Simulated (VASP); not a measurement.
These are PBE GGA, VASP's PBE PAW potentials (set 64) (plane waves; VASP) values and carry that method's errors.

The input files of a VASP run:

File KPOINTS:
```
kpoints
0
G
5 5 4
```

INCAR:
```
# general
SYSTEM  = PbO
PREC    = Accurate
ENCUT   = 520
LREAL   = .FALSE.   # projection in real space or not
LASPH   = .TRUE.   # aspherical one-centre terms

# electronic loop
EDIFF   = 1E-6   # SCF stop (eV)
NELM    = 100
ALGO    = Normal
LMAXMIX = 4   # l cut-off of mixed one-centre charges

# smearing
ISMEAR  = 0   # Gaussian
SIGMA   = 0.05

# functional
GGA     = PE   # PBE

# output
LWAVE   = .FALSE.
LCHARG  = .TRUE.
```

File POSCAR:
```
PbO
1
    4.0566560701     0.0000000000     0.0000000000
    0.0000000000     4.0566560701    -0.0000000000
    0.0000000000    -0.0000000000     5.4520768857
Pb O
2 2
Direct
  0.5000000000   0.0000000000   0.7814729658
  1.0000000000   0.5000000000   0.2185270342
  0.5000000000   0.5000000000   1.0000000000
  1.0000000000   0.0000000000   1.0000000000
```

POTCAR, in this order: Pb_d O (PBE.64 set). Program: vasp_std.

The resulting files:

**OSZICAR**
```
       N       E                     dE             d eps       ncg     rms          rms(c)
DAV:   1     0.452055250742E+03    0.45206E+03   -0.20073E+04   864   0.190E+03
DAV:   2     0.346693287812E+02   -0.41739E+03   -0.40994E+03   928   0.486E+02
DAV:   3    -0.244379197153E+02   -0.59107E+02   -0.57798E+02  1200   0.193E+02
DAV:   4    -0.263677160798E+02   -0.19298E+01   -0.19289E+01   952   0.394E+01
DAV:   5    -0.264385381351E+02   -0.70822E-01   -0.70812E-01  1224   0.745E+00    0.126E+01
DAV:   6    -0.217513905667E+02    0.46871E+01   -0.39372E+01  1424   0.456E+01    0.574E+00
DAV:   7    -0.215466065748E+02    0.20478E+00   -0.37391E+00  1112   0.143E+01    0.264E+00
DAV:   8    -0.215525453962E+02   -0.59388E-02   -0.10068E+00  1208   0.727E+00    0.146E+00
DAV:   9    -0.215126455222E+02    0.39900E-01   -0.22964E-01  1336   0.399E+00    0.329E-01
DAV:  10    -0.215154904139E+02   -0.28449E-02   -0.23842E-02   944   0.931E-01    0.689E-02
DAV:  11    -0.215157703688E+02   -0.27995E-03   -0.33919E-03  1480   0.424E-01    0.109E-01
DAV:  12    -0.215156166490E+02    0.15372E-03   -0.60055E-04  1264   0.278E-01    0.454E-02
DAV:  13    -0.215156048844E+02    0.11765E-04   -0.15348E-04  1256   0.915E-02    0.625E-03
DAV:  14    -0.215156054862E+02   -0.60178E-06   -0.81601E-06  1032   0.293E-02
   1 F= -.21515605E+02 E0= -.21515605E+02  d E =-.575140E-14
```

**OUTCAR**
```
------------------------ aborting loop because EDIFF is reached ----------------------------------------
  FORCE on cell =-STRESS in cart. coord.  units (eV):
  Direction    XX          YY          ZZ          XY          YZ          ZX
  --------------------------------------------------------------------------------------
  Total        0.0490947      0.0490947      0.0624363      0.0000000      0.0000000      0.0000000
  in kB        0.8766909      0.8766909      1.1149353      0.0000000      0.0000000      0.0000000
  external PRESSURE =       0.9561057 kB  Pullay stress =       0.0000000 kB
  volume of cell :       89.72
      direct lattice vectors                 reciprocal lattice vectors
     4.056656070  0.000000000  0.000000000     0.246508450  0.000000000  0.000000000
     0.000000000  4.056656070  0.000000000     0.000000000  0.246508450  0.000000000
     0.000000000  0.000000000  5.452076886     0.000000000  0.000000000  0.183416342
 POSITION                                       TOTAL-FORCE (eV/Angst)
 -----------------------------------------------------------------------------------
      2.02833      0.00000      4.26065         0.000000     -0.000000      0.010171
      0.00000      2.02833      1.19143        -0.000000     -0.000000     -0.010171
      2.02833      2.02833      0.00000         0.000000     -0.000000      0.000000
      0.00000      0.00000      0.00000         0.000000      0.000000      0.000000
 -----------------------------------------------------------------------------------
    total drift:                                0.000000      0.000000      0.000000
  FREE ENERGIE OF THE ION-ELECTRON SYSTEM (eV)
  ---------------------------------------------------
  free  energy   TOTEN  =       -21.5156054862 eV

  energy  without entropy=      -21.5156054862  energy(sigma->0) =      -21.51560549
```
(Selected blocks of OUTCAR.)

Without a dispersion term in the relaxation, distances and binding between the weakly bound layers, chains or molecules are unreliable, and so is what depends on them.

The compound is PbO in the litharge structure. It was relaxed first, which changed the volume by +13 %.
